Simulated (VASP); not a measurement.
Method: vdW-DF2, VASP's PBE PAW potentials (set 64) (plane waves; VASP).

VASP ran on this input.

**POSCAR**
```
MnO2
1
    4.4953968561    -0.0000000000     0.0000000000
   -0.0000000000     4.4953968561     0.0000000000
    0.0000000000     0.0000000000     2.9201693296
Mn O
2 4
Direct
  0.0000000000   0.0000000000   1.0000000000
  0.5000000000   0.5000000000   0.5000000000
  0.3042968543   0.3042968543   0.0000000000
  0.8042968543   0.1957031457   0.5000000000
  0.1957031457   0.8042968543   0.5000000000
  0.6957031457   0.6957031457   1.0000000000
```

### INCAR
```
AGGAC = 0.0
ALGO = Normal
EDIFF = 1E-6
EDIFFG = -0.02
ENCUT = 520
GGA = ML
IBRION = 2
ISIF = 3
ISMEAR = 1
ISPIN = 2
LASPH = T
LCHARG = F
LMAXMIX = 4
LORBIT = 10
LREAL = F
LUSE_VDW = T
LWAVE = F
MAGMOM = 2.5 -2.5 -0.1 2*0.1 -0.1
NELM = 100
NSW = 60
PREC = Accurate
SIGMA = 0.1
SYSTEM = MnO2
ZAB_VDW = -1.8867
```

File KPOINTS:
```
Automatic mesh
0
Gamma
6 6 9
0 0 0
```

POTCAR, in this order: Mn_pv O (PBE.64 set). Program: vasp_std.

What VASP printed:

OSZICAR:
```
       N       E                     dE             d eps       ncg     rms          rms(c)
DAV:   1     0.662731073170E+03    0.66273E+03   -0.28850E+04  6152   0.199E+03
DAV:   2     0.324185052157E+02   -0.63031E+03   -0.59231E+03  6498   0.567E+02
DAV:   3    -0.496611081871E+02   -0.82080E+02   -0.80348E+02  7466   0.191E+02
DAV:   4    -0.529391597576E+02   -0.32781E+01   -0.29905E+01  7120   0.332E+01
DAV:   5    -0.529974510851E+02   -0.58291E-01   -0.58229E-01  6162   0.525E+00    0.414E+01
DAV:   6    -0.516802208578E+02    0.13172E+01   -0.22009E+02  7610   0.122E+02    0.676E+01
DAV:   7    -0.368285961511E+02    0.14852E+02   -0.17237E+02  7998   0.130E+02    0.193E+01
DAV:   8    -0.345848660815E+02    0.22437E+01   -0.10407E+01  6480   0.289E+01    0.877E+00
DAV:   9    -0.339909958581E+02    0.59387E+00   -0.27080E+00  8256   0.162E+01    0.338E+00
DAV:  10    -0.340122833783E+02   -0.21288E-01   -0.25355E-01  6242   0.436E+00    0.187E+00
DAV:  11    -0.339996952963E+02    0.12588E-01   -0.56204E-02  6526   0.274E+00    0.555E-01
DAV:  12    -0.340016716674E+02   -0.19764E-02   -0.64694E-03  7878   0.778E-01    0.406E-01
DAV:  13    -0.340007861119E+02    0.88556E-03   -0.24196E-03  6312   0.617E-01    0.184E-01
DAV:  14    -0.340006741513E+02    0.11196E-03   -0.27185E-04  7830   0.198E-01    0.770E-02
DAV:  15    -0.340006383308E+02    0.35821E-04   -0.16853E-04  7366   0.172E-01    0.191E-02
DAV:  16    -0.340006412169E+02   -0.28861E-05   -0.17687E-05  6608   0.351E-02    0.133E-02
DAV:  17    -0.340006420246E+02   -0.80775E-06   -0.68261E-06  6242   0.377E-02
   1 F= -.34000642E+02 E0= -.34000377E+02  d E =-.340006E+02  mag=    -0.0000
       N       E                     dE             d eps       ncg     rms          rms(c)
DAV:   1    -0.340064185158E+02   -0.57773E-02   -0.11921E-01  6000   0.392E+00    0.735E-01
DAV:   2    -0.340071596241E+02   -0.74111E-03   -0.57194E-02  7216   0.325E+00    0.959E-01
DAV:   3    -0.340007779824E+02    0.63816E-02   -0.23512E-02  7516   0.195E+00    0.198E-01
DAV:   4    -0.340006984370E+02    0.79545E-04   -0.31951E-03  6222   0.404E-01    0.103E-01
DAV:   5    -0.340006125805E+02    0.85856E-04   -0.23807E-04  7688   0.125E-01    0.468E-02
DAV:   6    -0.340006028928E+02    0.96878E-05   -0.47858E-05  6032   0.687E-02    0.213E-02
DAV:   7    -0.340006026273E+02    0.26543E-06   -0.58088E-06  6840   0.245E-02
   2 F= -.34000603E+02 E0= -.34000347E+02  d E =0.393973E-04  mag=    -0.0000
       N       E                     dE             d eps       ncg     rms          rms(c)
DAV:   1    -0.340025508461E+02   -0.19480E-02   -0.37832E-02  6000   0.220E+00    0.412E-01
DAV:   2    -0.340026422143E+02   -0.91368E-04   -0.17308E-02  7284   0.178E+00    0.532E-01
DAV:   3    -0.340008302321E+02    0.18120E-02   -0.74167E-03  7582   0.109E+00    0.117E-01
DAV:   4    -0.340007458556E+02    0.84377E-04   -0.97827E-04  6342   0.246E-01    0.561E-02
DAV:   5    -0.340007474260E+02   -0.15704E-05   -0.67259E-05  7140   0.619E-02    0.256E-02
DAV:   6    -0.340007430818E+02    0.43442E-05   -0.11825E-05  5900   0.359E-02    0.125E-02
DAV:   7    -0.340007412457E+02    0.18361E-05   -0.15916E-06  3762   0.154E-02    0.287E-03
DAV:   8    -0.340007422879E+02   -0.10422E-05   -0.34323E-07  3042   0.468E-03    0.211E-03
DAV:   9    -0.340007419677E+02    0.32019E-06   -0.18025E-07  3042   0.296E-03
   3 F= -.34000742E+02 E0= -.34000481E+02  d E =-.999431E-04  mag=    -0.0000
```

File OUTCAR:
```
------------------------ aborting loop because EDIFF is reached ----------------------------------------
  FORCE on cell =-STRESS in cart. coord.  units (eV):
  Direction    XX          YY          ZZ          XY          YZ          ZX
  --------------------------------------------------------------------------------------
  Total       -0.0317430     -0.0317430      0.0423212      0.0000000      0.0000000      0.0000000
  in kB       -0.8606804     -0.8606804      1.1474994      0.0000000      0.0000000      0.0000000
  external PRESSURE =      -0.1912872 kB  Pullay stress =       0.0000000 kB
  volume of cell :       59.09
      direct lattice vectors                 reciprocal lattice vectors
     4.496576454 -0.000000000  0.000000000     0.222391415  0.000000000  0.000000000
    -0.000000000  4.496576454  0.000000000     0.000000000  0.222391415  0.000000000
     0.000000000  0.000000000  2.922486996     0.000000000  0.000000000  0.342174320
 POSITION                                       TOTAL-FORCE (eV/Angst)
 -----------------------------------------------------------------------------------
      0.00000     -0.00000      0.00000         0.000000      0.000000      0.000000
      2.24829      2.24829      1.46124         0.000000      0.000000      0.000000
      1.36821      1.36821      0.00000         0.004141      0.004141      0.000000
      3.61650      0.88007      1.46124         0.004141     -0.004141      0.000000
      0.88007      3.61650      1.46124        -0.004141      0.004141      0.000000
      3.12836      3.12836      0.00000        -0.004141     -0.004141      0.000000
 -----------------------------------------------------------------------------------
    total drift:                               -0.000000      0.000000      0.000000
  FREE ENERGIE OF THE ION-ELECTRON SYSTEM (eV)
  ---------------------------------------------------
  free  energy   TOTEN  =       -34.0007419677 eV

  energy  without entropy=      -33.9999599450  energy(sigma->0) =      -34.00048129

 total charge

# of ion       s       p       d       tot
------------------------------------------
    1        0.318   6.399   4.859  11.576
    2        0.318   6.399   4.859  11.576
    3        1.567   3.449   0.000   5.016
    4        1.567   3.449   0.000   5.016
    5        1.567   3.449   0.000   5.016
    6        1.567   3.449   0.000   5.016
--------------------------------------------------
tot          6.903  26.595   9.718  43.216

 magnetization (x)

# of ion       s       p       d       tot
------------------------------------------
    1        0.015   0.016   2.457   2.488
    2       -0.015  -0.016  -2.457  -2.488
    3       -0.001  -0.055   0.000  -0.056
    4        0.001   0.055   0.000   0.056
    5        0.001   0.055   0.000   0.056
    6       -0.001  -0.055   0.000  -0.056
--------------------------------------------------
tot          0.000   0.000   0.000   0.000

 reached required accuracy - stopping structural energy minimisation
```
(Selected blocks of OUTCAR.)

File CONTCAR:
```
MnO2
   1.00000000000000
     4.4965764540301718   -0.0000000000000000    0.0000000000000000
    -0.0000000000000000    4.4965764540301718    0.0000000000000000
     0.0000000000000000    0.0000000000000000    2.9224869961099045
  Mn              O
     2     4
Direct
     0.0000000000000000    0.0000000000000000    0.0000000000000000
     0.5000000000000000    0.5000000000000000    0.5000000000000000
     0.3042790080906915    0.3042790080906915    0.0000000000000000
     0.8042790080906915    0.1957209919093085    0.5000000000000000
     0.1957209919093085    0.8042790080906915    0.5000000000000000
     0.6957209919093085    0.6957209919093085    0.0000000000000000
```

The compound is MnO2 in the rutile structure. This run relaxes it. Symmetry was kept, so distortions that lower it aren't found. The start is the result of an earlier pass.
